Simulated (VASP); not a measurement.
Elastic constants (GPa) of a crystal from LDA (Ceperley-Alder, Perdew-Zunger), VASP's LDA PAW potentials (set 64) (VASP):

```csv
,xx,yy,zz,yz,xz,xy
xx,317.5,173.0,173.0,0.0,0.0,0.0
yy,173.0,317.5,173.0,0.0,0.0,0.0
zz,173.0,173.0,317.5,0.0,0.0,0.0
yz,0.0,0.0,0.0,80.8,0.0,0.0
xz,0.0,0.0,0.0,0.0,80.8,0.0
xy,0.0,0.0,0.0,0.0,0.0,80.8
```

Finite-difference elastic constants of metals are sensitive to mesh and smearing; shear constants can be off by tens of GPa.

Problem. Work out the Voigt, Reuss and Hill moduli, Young's modulus and Poisson's ratio.

Solution. All eigenvalues are positive (smallest 80.8 GPa), so the crystal is stable. K_V = (C11+C22+C33+2(C12+C13+C23))/9 = (952.5 + 2×519.0)/9 = 221.2 GPa; G_V = (952.5 − 519.0 + 3×242.4)/15 = 77.4 GPa. From the compliances, K_R = 221.2 GPa and G_R = 77.1 GPa. Hill: K = 221.2 GPa, G = 77.3 GPa, E = 9KG/(3K+G) = 207.6 GPa, ν = (3K−2G)/(2(3K+G)) = 0.344. K/G = 2.86, above Pugh's 1.75; universal anisotropy A^U = 0.02.

Problem. With a density of 17.35 g/cm³, what are the mean sound speeds?

Solution. v_l = √((K+4G/3)/ρ) = 4.32 km/s and v_t = √(G/ρ) = 2.11 km/s. The crystal is Ta (bcc), cubic.

The compound is Ta in the bcc structure. It was relaxed first.
